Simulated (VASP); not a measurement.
Here is the system:

```
In3La
1.0
    4.65191     0.00000     0.00000
    0.00000     4.65191     0.00000
    0.00000     0.00000     4.65191
In La
3 1
Direct
  0.00000   0.50000   0.50000
  0.50000   0.50000   0.00000
  0.50000   0.00000   0.50000
  0.00000   0.00000   0.00000
```

The numbers are results of PBEsol GGA, VASP's PBE PAW potentials (set 64) (plane waves; VASP 6.6.1), not measurements. Numerical set-up: 300 eV cut-off, 7×7×7 Γ-centred mesh, Fermi-Dirac smearing of 0.050 eV, potentials In_d La.

At this cut-off the stress carries a Pulay error, which pulls relaxed volumes low. Unless said otherwise, spin-orbit coupling is left out, though it shifts the bands of the heavy elements here.

### Question
Predict the energy per atom (σ→0), pressure, band gap (on the k-mesh) with the smallest direct gap where there is one.

### Answer

The band gap (on the k-mesh) is none (metal, semimetal or under 0.01 eV) and the energy per atom (σ→0) is -4.091 eV/atom. The pressure is 1.93 GPa.

The absolute energy has meaning only against runs of the same code, potentials and settings.

The structure was generated: LaIn3 was put into an ordered model structure, which need not be its known phase. The cell was not relaxed at this level.
